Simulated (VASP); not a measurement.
An input for Quantum ESPRESSO's pw.x (written as the equivalent of a VASP run, and not itself run):

```
&CONTROL
  calculation = 'vc-relax'
  pseudo_dir = './pseudo'
  outdir = './out'
  tprnfor = .true.
  tstress = .true.
  nstep = 60
  forc_conv_thr = 0.00078
/
&SYSTEM
  ibrav = 0
  nat = 8
  ntyp = 3
  ecutwfc = 102
  occupations = 'smearing'
  smearing = 'gaussian'
  degauss = 0.003675
  input_dft = 'pbe'
/
&ELECTRONS
  conv_thr = 7.3e-08
  electron_maxstep = 100
/
&IONS
/
&CELL
/
ATOMIC_SPECIES
  Zn 65.380 Zn.upf
  S 32.060 S.upf
  Cd 112.414 Cd.upf
CELL_PARAMETERS angstrom
     5.7956388    0.0000000    0.0000000
     0.0000000    5.7956388   -0.0000000
     0.0000000   -0.0000000    5.7956388
ATOMIC_POSITIONS crystal
  Zn   0.0000000  0.0000000  0.0000000
  S    0.2364786  0.2364786  0.2364786
  S    0.7635214  0.7635214  0.2364786
  S    0.7635214  0.2364786  0.7635214
  S    0.2364786  0.7635214  0.7635214
  Cd   0.5000000  0.5000000  0.0000000
  Cd   0.5000000  0.0000000  0.5000000
  Cd   0.0000000  0.5000000  0.5000000
K_POINTS automatic
  4 4 4 0 0 0
```

Question: Write the VASP files for the same calculation (PBE).

Answer: One answer among several that fit: 
### INCAR
```
SYSTEM  =  Cd3ZnS4
PREC  =  Accurate; ENCUT  =  400; LREAL  =  .FALSE.
LASPH  =  .TRUE.
EDIFF  =  1E-6; NELM  =  100; ALGO  =  Normal
LMAXMIX  =  4
ISMEAR  =  0; SIGMA  =  0.05
GGA  =  PE
IBRION  =  2; NSW  =  60; ISIF  =  3
EDIFFG  =  -0.02
LWAVE  =  .FALSE.; LCHARG  =  .FALSE.
```

**KPOINTS**
```
Regular mesh
0
G
4 4 4
```

File POSCAR:
```
Cd3ZnS4
1
    5.7956387983     0.0000000000     0.0000000000
    0.0000000000     5.7956387983    -0.0000000000
    0.0000000000    -0.0000000000     5.7956387983
Zn S Cd
1 4 3
Direct
  0.0000000000   0.0000000000   0.0000000000
  0.2364785842   0.2364785842   0.2364785842
  0.7635214158   0.7635214158   0.2364785842
  0.7635214158   0.2364785842   0.7635214158
  0.2364785842   0.7635214158   0.7635214158
  0.5000000000   0.5000000000   0.0000000000
  0.5000000000   0.0000000000   0.5000000000
  0.0000000000   0.5000000000   0.5000000000
```

POTCAR, in this order: Zn S Cd (PBE.64 set). Program: vasp_std.

Limits of the translation: the potentials are each code's own (VASP's PAW set, PseudoDojo norm-conserving files in pw.x), so ENCUT and ecutwfc are chosen apart and not converted; conv_thr bounds pw.x's estimated SCF error, while EDIFF bounds the energy change between steps; forc_conv_thr acts on force components and is met together with etot_conv_thr.

The structure was generated: Cd3ZnS4 was put into an ordered model structure (P-43m), which need not be its known phase. This run relaxes it. Symmetry was kept, so distortions that lower it aren't found. The start is the result of an earlier pass.
